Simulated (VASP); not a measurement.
# LiMg12 (a cell with a defect) in VASP: further runs

The runs below take LiMg12 (a cell with a defect) through single point, relaxation of the atoms, with PBEsol.

Everything below comes from runs of VASP 6.6.1. Logs are shortened: lines on timing, memory, paths and dates and some standing lists are left out, and cuts for length are marked.

**1. The structure**

The cell holds a defect, 13 atoms: a = 6.420 Å, b = 9.630 Å, c = 5.213 Å, α = 90.00°, β = 90.00°, γ = 120.00°.

The cell was built by a generator and needn't be a form met in nature.

**2. Single point, PBEsol**

Contents of INCAR:

```
PREC = Accurate ; ENCUT = 520
EDIFF = 1E-6 ; ISMEAR = -1
SIGMA = 0.15 ; LREAL = F
LASPH = T ; NELM = 100
ALGO = Fast ; ISIF = 2
LWAVE = F ; LCHARG = F
GGA = PS ; NBANDS = 26
```

Contents of KPOINTS:

```
regular mesh
0
Gamma
  2 2 2
```

Contents of POSCAR:

```
LiMg12
1.0
    6.4200000000      0.0000000000      0.0000000000
   -4.8150000000      8.3398250000      0.0000000000
    0.0000000000      0.0000000000      5.2130400000
Mg Li
12 1
Direct
   -0.0325698254     -0.0457565233      0.1119944544
    0.2643710033      0.2762896292      0.3593006282
   -0.0216025966      0.3365151513     -0.0166962956
    0.1557986266      0.5364072882      0.5054616301
    0.0167874091      0.6600209788      0.0055098741
    0.1723923574      0.9036075725      0.5664003546
    0.5056798504     -0.0107423567      0.0155073689
    0.6847763473      0.2117869202      0.4633594410
    0.4910098776      0.3124016077     -0.1112805504
    0.7100656353      0.5757366169      0.4902961944
    0.4879049267      0.6340951999      0.0098079743
    0.5970049740      0.8468112643      0.5243050258
   -0.0230394857      0.1053114509      0.7039647000
```

Potentials or basis: VASP PAW PBE potentials, release 64 (Mg, Li_sv).

Run with:

```console
$ cat potpaw_PBE.64/Mg/POTCAR potpaw_PBE.64/Li_sv/POTCAR > POTCAR
$ mpirun -np 1 vasp_std > vasp.out
```

OUTCAR:

```text
PREC = Accurate
   ENCUT = 520
   EDIFF = 1E-6
   ISMEAR = -1
   LREAL = F
   LASPH = T
   NELM = 100
   ISIF = 2
   GGA = PS

 ion  position               nearest neighbor table
   1  0.967  0.954  0.112-  13 2.56   6 2.87  12 2.98   2 3.00   5 3.06  11 3.13   7 3.19   6 3.27
                             7 3.34   9 3.60
   2  0.264  0.276  0.359-  13 2.51   9 2.78   3 2.93  10 2.95   1 3.00   4 3.01   9 3.06   8 3.11
                             8 3.49   6 3.50  11 3.51
   3  0.978  0.337  0.983-  13 2.66   2 2.93   8 3.00   5 3.00   4 3.00   9 3.06  11 3.09   8 3.17
                             4 3.20   7 3.21   9 3.45
   4  0.156  0.536  0.505-  12 2.92   3 3.00   2 3.01  10 3.07   8 3.08   5 3.17   5 3.17  11 3.18
                             3 3.20  11 3.22  10 3.39   6 3.50
   5  0.017  0.660  0.006-   3 3.00  10 3.05   1 3.06   6 3.07   7 3.16  11 3.16   4 3.17   4 3.17
                            10 3.19  11 3.28   9 3.42   6 3.56
   6  0.172  0.904  0.566-   1 2.87  13 2.88   7 3.00  12 3.04   5 3.07  10 3.09   8 3.19   1 3.27
                             7 3.43  12 3.46   4 3.50   2 3.50   5 3.56
   7  0.506  0.989  0.016-   8 2.98   6 3.00  12 3.10  13 3.11   5 3.16  12 3.17   1 3.19   3 3.21
                             9 3.23   1 3.34  11 3.36   8 3.43   6 3.43
   8  0.685  0.212  0.463-  13 2.84   9 2.93   7 2.98   3 3.00   4 3.08   2 3.11   3 3.17   6 3.19
                            12 3.28   7 3.43  10 3.43   2 3.49   9 3.56
   9  0.491  0.312  0.889-   2 2.78   8 2.93  10 3.03  13 3.04   2 3.06   3 3.06  11 3.17   7 3.23
                             5 3.42   3 3.45   8 3.56   1 3.60
  10  0.710  0.576  0.490-   2 2.95   9 3.03  12 3.04   5 3.05   4 3.07  11 3.07   6 3.09   5 3.19
                            11 3.24   4 3.39   8 3.43
  11  0.488  0.634  0.010-  10 3.07   3 3.09  12 3.11   1 3.13   5 3.16   9 3.17   4 3.18   4 3.22
                            12 3.23  10 3.24   5 3.28   7 3.36   2 3.51
  12  0.597  0.847  0.524-  13 2.64   4 2.92   1 2.98  10 3.04   6 3.04   7 3.10  11 3.11   7 3.17
                            11 3.23   8 3.28   6 3.46
  13  0.977  0.105  0.704-   2 2.51   1 2.56  12 2.64   3 2.66   8 2.84   6 2.88   9 3.04   7 3.11

  LATTYP: Found a simple monoclinic cell.
 ALAT       =     6.4200000000
 B/A-ratio  =     0.8120000000
 C/A-ratio  =     1.3228757108
 COS(beta)  =    -0.1889822286

  Lattice vectors:

 A1 = (   6.4200000000,   0.0000000000,   0.0000000000)
 A2 = (   0.0000000000,   0.0000000000,   5.2130400000)
 A3 = (  -1.6050000000,  -8.3398250000,   0.0000000000)

Analysis of symmetry for initial positions (statically):
=====================================================================
 Subroutine PRICEL returns:
 Original cell was already a primitive cell.

 Routine SETGRP: Setting up the symmetry group for a
 simple monoclinic supercell.

 Subroutine GETGRP returns: Found  1 space group operations
 (whereof  1 operations were pure point group operations)
 out of a pool of  4 trial point group operations.

The static configuration has the point symmetry C_1 .

Analysis of symmetry for dynamics (positions and initial velocities):
=====================================================================
 Subroutine PRICEL returns:
 Original cell was already a primitive cell.

 Routine SETGRP: Setting up the symmetry group for a
 simple monoclinic supercell.

 Subroutine GETGRP returns: Found  1 space group operations
 (whereof  1 operations were pure point group operations)
 out of a pool of  4 trial point group operations.

The dynamic configuration has the point symmetry C_1 .

 Subroutine INISYM returns: Found  1 space group operations
 (whereof  1 operations are pure point group operations),
 and found     1 'primitive' translations

----------------------------------------------------------------------------------------

                                     Primitive cell

  volume of cell :     279.1149

  direct lattice vectors                    reciprocal lattice vectors
     6.420000000  0.000000000  0.000000000     0.155763240  0.089929945  0.000000000
    -4.815000000  8.339825000  0.000000000     0.000000000  0.119906593  0.000000000
     0.000000000  0.000000000  5.213040000     0.000000000  0.000000000  0.191826650
[... 36 lines left out ...]

 KPOINTS: regular mesh

Automatic generation of k-mesh.
 Grid dimensions read from file:
 generate k-points for:    2    2    2

 Generating k-lattice:

  Cartesian coordinates                     Fractional coordinates (reciprocal lattice)
     0.077881620  0.044964972  0.000000000     0.500000000  0.000000000  0.000000000
     0.000000000  0.059953296  0.000000000     0.000000000  0.500000000  0.000000000
     0.000000000  0.000000000  0.095913325     0.000000000  0.000000000  0.500000000

  Length of vectors
     0.089929947  0.059953296  0.095913325

  Shift w.r.t. Gamma in fractional coordinates (k-lattice)
     0.000000000  0.000000000  0.000000000

 Subroutine IBZKPT returns following result:
 ===========================================

 Found      8 irreducible k-points:

 Following reciprocal coordinates:
            Coordinates               Weight
  0.000000  0.000000  0.000000      1.000000
  0.500000  0.000000  0.000000      1.000000
  0.000000  0.500000  0.000000      1.000000
  0.500000  0.500000  0.000000      1.000000
  0.000000  0.000000  0.500000      1.000000
  0.500000  0.000000  0.500000      1.000000
  0.000000  0.500000  0.500000      1.000000
  0.500000  0.500000  0.500000      1.000000
   k-points           NKPTS =      8   k-points in BZ     NKDIM =      8   number of bands    NBANDS=     26
   number of dos      NEDOS =    301   number of ions     NIONS =     13
   total plane-waves  NPLWV = 138240
   dimension x,y,z NGX =    48 NGY =   72 NGZ =   40
   dimension x,y,z NGXF=    96 NGYF=  144 NGZF=   80
   ions per type =              12   1
   NGX,Y,Z   is equivalent  to a cutoff of  12.43, 12.43, 12.76 a.u.
   NGXF,Y,Z  is equivalent  to a cutoff of  24.86, 24.86, 25.51 a.u.
 SYSTEM =  unknown system
   PREC   = accura    normal or accurate (medium, high low for compatibility)
   ISTART =      0    job   : 0-new  1-cont  2-samecut
   ICHARG =      2    charge: 1-file 2-atom 10-const
   ISPIN  =      1    spin polarized calculation?
   LNONCOLLINEAR =      F non collinear calculations
   LSORBIT =      F    spin-orbit coupling
   LASPH  =      T    aspherical Exc in radial PAW
   ENCUT  =  520.0 eV  38.22 Ry    6.18 a.u.  11.94 17.91  9.69*2*pi/ulx,y,z
   NELM   =    100;   NELMIN=  2; NELMDL= -5     # of ELM steps
   EDIFF  = 0.1E-05   stopping-criterion for ELM
[... 8 lines left out ...]
   TEBEG  =    0.0;   TEEND  =   0.0 temperature during run
   PSTRESS=    0.0 pullay stress
   NELECT =      27.0000    total number of electrons
   NUPDOWN=      -1.0000    fix difference up-down
   EMIN   =  10.00;   EMAX   =-10.00  energy-range for DOS
   EFERMI =   0.00;   METHOD = LEGACY
   ISMEAR =    -1;   SIGMA  =   0.15  broadening in eV -4-tet -1-fermi 0-gaus
   EFERMI_NEDOS =   21; number of points for ismear=-14 and -15
   IALGO  =     68    algorithm
   IMIX   =      4    mixing-type and parameters
     AMIX     =   0.40;   BMIX     =  1.00
     AMIX_MAG =   1.60;   BMIX_MAG =  1.00
  volume/ion in A,a.u.               =      21.47       144.89
  Fermi-wavevector in a.u.,A,eV,Ry     =   0.751511  1.420149  7.684136  0.564768
  Thomas-Fermi vector in A             =   1.848508
   LORBIT       =      0    0 simple, 1 ext, 2 COOP (PROOUT), +10 PAW based schemes
   GGA     = PS    functional components
   LHFCALC =     F    Hartree Fock is set to
   AEXX    =    0.0000 exact exchange contribution
   IVDW    =     0    specifies the selected vdW correction
   LEPSILON=     F    determine dielectric tensor
   LRPA    =     F    only Hartree local field effects (RPA)
 non-spin polarized calculation
 RMM-DIIS sequential band-by-band and
  energy-cutoff  :      520.00
  volume of cell :      279.11
 maximum number of plane-waves:      7532
 NGX is ok and might be reduce to    48
   NGX = 23   NGY = 35   NGZ = 19

 number of electron      27.0000001 magnetization

 Free energy of the ion-electron system (eV)
  ---------------------------------------------------
  ext. energy  EPLUGINS =         0.00000000
  ---------------------------------------------------
  free energy    TOTEN  =       -21.61265309 eV

  energy without entropy =      -21.29343745  energy(sigma->0) =      -21.45304527

 E-fermi :   2.5770     XC(G=0):  -8.6168

 val. band max:        2.5333821755   @ k =   0.0000   0.0000   0.0000
 cond. band min:       2.6408432401   @ k =   0.0000   0.5000   0.0000
 fundamental gap:      0.1074610646
 Fermi energy:         2.5769604492

 k-point     1 :       0.0000    0.0000    0.0000
  band No.  band energies     occupation
      1     -43.0380      2.00000
      2      -4.2337      2.00000
      3      -2.2228      2.00000
      4      -2.0023      2.00000
      5      -0.6571      2.00000
      6      -0.4763      2.00000
[... 213 lines left out ...]
     24       5.9422      0.00000
     25       6.0244      0.00000
 [bands above 25 left out]

------------------------ aborting loop because EDIFF is reached ----------------------------------------

  FORCE on cell =-STRESS in cart. coord.  units (eV):
  Direction    XX          YY          ZZ          XY          YZ          ZX
  --------------------------------------------------------------------------------------
  -------------------------------------------------------------------------------------
  Total       -0.2454357      2.4123177      9.7979698      1.2256805     -0.7795225      0.0284844
  in kB       -1.4088520     13.8472034     56.2423756      7.0356599     -4.4746207      0.1635063
  external PRESSURE =      22.8935757 kB  Pullay stress =       0.0000000 kB

 VOLUME and BASIS-vectors are now :
 -----------------------------------------------------------------------------
  energy-cutoff  :      520.00
  volume of cell :      279.11
      direct lattice vectors                 reciprocal lattice vectors
     6.420000000  0.000000000  0.000000000     0.155763240  0.089929945  0.000000000
    -4.815000000  8.339825000  0.000000000     0.000000000  0.119906593  0.000000000
     0.000000000  0.000000000  5.213040000     0.000000000  0.000000000  0.191826650

 POSITION                                       TOTAL-FORCE (eV/Angst)
 -----------------------------------------------------------------------------------
      1.61622      7.95822      0.58383         0.012792     -0.022502      0.003471
      0.36693      2.30421      1.87305         0.006132      0.022915     -0.011507
      4.66099      2.80648      5.12600        -0.000308     -0.001867      0.004988
     -1.58257      4.47354      2.63499         0.009240     -0.004265      0.001195
     -3.07023      5.50446      0.02872         0.006561      0.013091      0.003836
     -3.24411      7.53593      2.95267        -0.004395      0.007143     -0.000913
     -1.51681      8.25024      0.08084        -0.013086     -0.004127      0.012157
      3.37651      1.76627      2.41551        -0.001301      0.003325     -0.008072
      1.64807      2.60537      4.63293        -0.000670     -0.003934      0.005116
      1.78645      4.80154      2.55593         0.001108      0.006518     -0.016757
      0.07918      5.28824      0.05113         0.004785      0.003651      0.002495
     -0.24462      7.06226      2.73322         0.003232     -0.017701     -0.020852
      5.76501      0.87828      3.66980        -0.024090     -0.002247      0.024843
 -----------------------------------------------------------------------------------
    total drift:                                0.000546     -0.000339      0.000215

  FREE ENERGIE OF THE ION-ELECTRON SYSTEM (eV)
  ---------------------------------------------------
  free  energy   TOTEN  =       -21.6126530915 eV

  energy  without entropy=      -21.2934374473  energy(sigma->0) =      -21.45304527
```

It took 71 s on 1 thread of Intel Xeon 6975P-C (Granite Rapids), shared host; peak memory 0.35 GiB.

Results:

```
Free energy            : -21.6127 eV
Largest force          : 0.035 eV/Å
Band gap on the k mesh : none (metal or under the smearing width)
```

Forces in eV/Å, atoms in the order of the input:
```
Mg   0.013 -0.023  0.003
Mg   0.006  0.023 -0.012
Mg   0.000 -0.002  0.005
Mg   0.009 -0.004  0.001
Mg   0.007  0.013  0.004
Mg  -0.004  0.007 -0.001
Mg  -0.013 -0.004  0.012
Mg  -0.001  0.003 -0.008
Mg  -0.001 -0.004  0.005
Mg   0.001  0.007 -0.017
Mg   0.005  0.004  0.002
Mg   0.003 -0.018 -0.021
Li  -0.024 -0.002  0.025
```

Caveat: the k mesh is coarse (spacing up to 0.60 Å⁻¹), so the values aren't converged; the cutoff is under 1.25 times the usual one of these potentials, so pressure, stress and relaxed cells hold a basis-set (Pulay) error; the PAW data sets were made with another functional, which shifts forces and pressure a little.

[end of part 1 of 2]
